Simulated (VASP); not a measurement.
Method: PBEsol GGA, VASP's PBE PAW potentials (set 64) (plane waves; VASP).

A VASP calculation is set up with these files.

KPOINTS:
```
Automatic mesh
0
Gamma
19 19 19
0 0 0
```

**INCAR**
```
ALGO = Normal
EDIFF = 1E-6
EDIFFG = -0.01
ENCUT = 300
GGA = PS
IBRION = 2
ISIF = 3
ISMEAR = -1
LASPH = .TRUE.
LCHARG = .FALSE.
LMAXMIX = 4
LREAL = .FALSE.
LWAVE = .FALSE.
NELM = 100
NSW = 50
PREC = Accurate
SIGMA = 0.1
SYSTEM = Tc
```

File POSCAR:
```
Tc
1
    0.0000000000     1.9278640000     1.9278640000
    1.9278640000     0.0000000000     1.9278640000
    1.9278640000     1.9278640000     0.0000000000
Tc
1
Direct
  0.0000000000   0.0000000000   0.0000000000
```

POTCAR, in this order: Tc_pv (PBE.64 set). Program: vasp_std.

At this cut-off the stress carries a Pulay error, which pulls relaxed volumes low. Energy and stress use the plane-wave basis of the starting cell.

**Question.** Predict the energy per atom (σ→0), volume per atom, band gap (on the k-mesh).

**Answer.** 
* **energy per atom (σ→0)**: -11.206 eV/atom
* **band gap (on the k-mesh)**: none (metal, semimetal or under 0.01 eV)
* **volume per atom**: 14.00 Å³/atom

### OSZICAR
```
...
   3 F= -.11223679E+02 E0= -.11206354E+02  d E =-.799123E-02
       N       E                     dE             d eps       ncg     rms          rms(c)
DAV:   1    -0.112237500082E+02   -0.70347E-04   -0.16449E-03  4664   0.627E-01    0.899E-02
DAV:   2    -0.112236831241E+02    0.66884E-04   -0.13991E-04  4642   0.163E-01    0.121E-02
DAV:   3    -0.112236820712E+02    0.10529E-05   -0.14098E-05  4732   0.514E-02    0.124E-02
DAV:   4    -0.112236855850E+02   -0.35138E-05   -0.70542E-07  3090   0.935E-03    0.404E-04
DAV:   5    -0.112236859463E+02   -0.36132E-06   -0.32052E-08  2224   0.243E-03
   4 F= -.11223686E+02 E0= -.11206373E+02  d E =-.799782E-02
```

The structure was generated: Tc was put into an ordered model structure, which need not be its known phase. This run relaxes it. Symmetry was kept, so distortions that lower it aren't found. The run is one of a series of settings (EDIFFG = -0.01, IBRION = 2, ISIF = 3, NSW = 50 against the base run), some of them coarse on purpose.
